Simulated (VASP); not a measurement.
Given:

```
CELL_PARAMETERS angstrom
      2.05383     1.18578     6.76345
     -2.05383     1.18578     6.76345
      0.00000    -2.37156     6.76345
ATOMIC_POSITIONS crystal
  Zn 0.50131 0.50131 0.50131
  Hg 0.99707 0.99707 0.99707
  Se 0.86883 0.86883 0.86883
  Se 0.38278 0.38278 0.38278
```

The numbers are results of LDA (Ceperley-Alder, Perdew-Zunger), VASP's LDA PAW potentials (set 64) (plane waves; VASP), not measurements. Settings: 400 eV cut-off, 10×10×10 Γ-centred mesh, tetrahedra with Blöchl corrections, potentials Zn Hg Se.

Unless said otherwise, spin-orbit coupling is left out, though it shifts the bands of the heavy elements here.

Problem. Estimate the energy per atom (σ→0), band gap (on the k-mesh) with the smallest direct gap where there is one.

Solution. 
```yaml
band gap (on the k-mesh): none (metal, semimetal or under 0.01 eV)
energy per atom (σ→0): -3.184 eV/atom
```

Total energies compare only between runs with the same potentials, cut-off and functional.

The structure comes from a computed database's ZnHgSe2 entry (R3m); how it stands against other phases isn't given here. It was relaxed first, which changed the volume by -9 %.
